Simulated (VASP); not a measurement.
All values below come from PBEsol GGA, VASP's PBE PAW potentials (set 64) (plane waves; VASP).

VASP ran on this input.

### POSCAR
```
PbF2
2.9334690
  0.0000000000   1.0000000000   1.0000000000
  1.0000000000   0.0000000000   1.0000000000
  1.0000000000   1.0000000000   0.0000000000
Pb F
1 2
Cart
  0.0000000000   0.0000000000   0.0000000000
  0.5000000000   0.5000000000   0.5000000000
  1.5000000000   1.5000000000   1.5000000000
```

**INCAR**
```
GGA=PS
LREAL=.FALSE.
LASPH=.TRUE.
NELM=100
EDIFF=1E-6
LMAXMIX=4   ! l cut-off of mixed one-centre charges
SIGMA=0.01   ! width (eV)
SYSTEM=PbF2
ISIF=2   ! forces and stress, cell fixed
LWAVE=.FALSE.
ALGO=Normal   ! blocked Davidson
ISMEAR=-1   ! Fermi-Dirac
ENCUT=400   ! plane-wave cut-off (eV)
LCHARG=.FALSE.
PREC=Accurate
```

KPOINTS:
```
Automatic mesh
0
Gamma
7 7 7
0 0 0
```

POTCAR, in this order: Pb_d F (PBE.64 set). Program: vasp_std.

Output of the run:

**OSZICAR**
```
       N       E                     dE             d eps       ncg     rms          rms(c)
DAV:   1     0.277426024171E+03    0.27743E+03   -0.13289E+04   730   0.149E+03
DAV:   2     0.105470011581E+02   -0.26688E+03   -0.25564E+03   786   0.420E+02
DAV:   3    -0.157629457411E+02   -0.26310E+02   -0.26021E+02   836   0.149E+02
DAV:   4    -0.164480110452E+02   -0.68507E+00   -0.68461E+00   776   0.252E+01
DAV:   5    -0.164716959953E+02   -0.23685E-01   -0.23684E-01   876   0.472E+00    0.676E+00
DAV:   6    -0.149916051634E+02    0.14801E+01   -0.74488E+00   954   0.237E+01    0.260E+00
DAV:   7    -0.149703767375E+02    0.21228E-01   -0.31610E-01   730   0.386E+00    0.152E+00
DAV:   8    -0.149585162462E+02    0.11860E-01   -0.80984E-02   724   0.349E+00    0.419E-01
DAV:   9    -0.149568752547E+02    0.16410E-02   -0.14362E-02   866   0.966E-01    0.883E-02
DAV:  10    -0.149581323229E+02   -0.12571E-02   -0.16068E-03   720   0.415E-01    0.229E-02
DAV:  11    -0.149581420820E+02   -0.97591E-05   -0.76703E-05   778   0.108E-01    0.128E-02
DAV:  12    -0.149581548324E+02   -0.12750E-04   -0.42686E-05   792   0.726E-02    0.792E-03
DAV:  13    -0.149581543307E+02    0.50167E-06   -0.12456E-05   778   0.439E-02    0.191E-03
DAV:  14    -0.149581543372E+02   -0.64697E-08   -0.72419E-07   540   0.675E-03
   1 F= -.14958154E+02 E0= -.14958154E+02  d E =-.230640E-13
```

File OUTCAR:
```
------------------------ aborting loop because EDIFF is reached ----------------------------------------
  FORCE on cell =-STRESS in cart. coord.  units (eV):
  Direction    XX          YY          ZZ          XY          YZ          ZX
  --------------------------------------------------------------------------------------
  Total       -1.9420551     -1.9420551     -1.9420551      0.0000000     -0.0000000      0.0000000
  in kB      -61.6307759    -61.6307759    -61.6307759      0.0000000     -0.0000000      0.0000000
  external PRESSURE =     -61.6307759 kB  Pullay stress =       0.0000000 kB
  volume of cell :       50.49
      direct lattice vectors                 reciprocal lattice vectors
     0.000000000  2.933469000  2.933469000    -0.170446662  0.170446662  0.170446662
     2.933469000  0.000000000  2.933469000     0.170446662 -0.170446662  0.170446662
     2.933469000  2.933469000  0.000000000     0.170446662  0.170446662 -0.170446662
 POSITION                                       TOTAL-FORCE (eV/Angst)
 -----------------------------------------------------------------------------------
      0.00000      0.00000      0.00000        -0.000000     -0.000000     -0.000000
      1.46673      1.46673      1.46673        -0.000000     -0.000000     -0.000000
      4.40020      4.40020      4.40020         0.000000      0.000000      0.000000
 -----------------------------------------------------------------------------------
    total drift:                                0.000000      0.000000      0.000000
  FREE ENERGIE OF THE ION-ELECTRON SYSTEM (eV)
  ---------------------------------------------------
  free  energy   TOTEN  =       -14.9581543372 eV

  energy  without entropy=      -14.9581543372  energy(sigma->0) =      -14.95815434
```
(Selected blocks of OUTCAR.)

At this cut-off the stress carries a Pulay error, which pulls relaxed volumes low.

The structure is a typed PbF2 crystal (Fm-3m). The cell was not relaxed at this level.
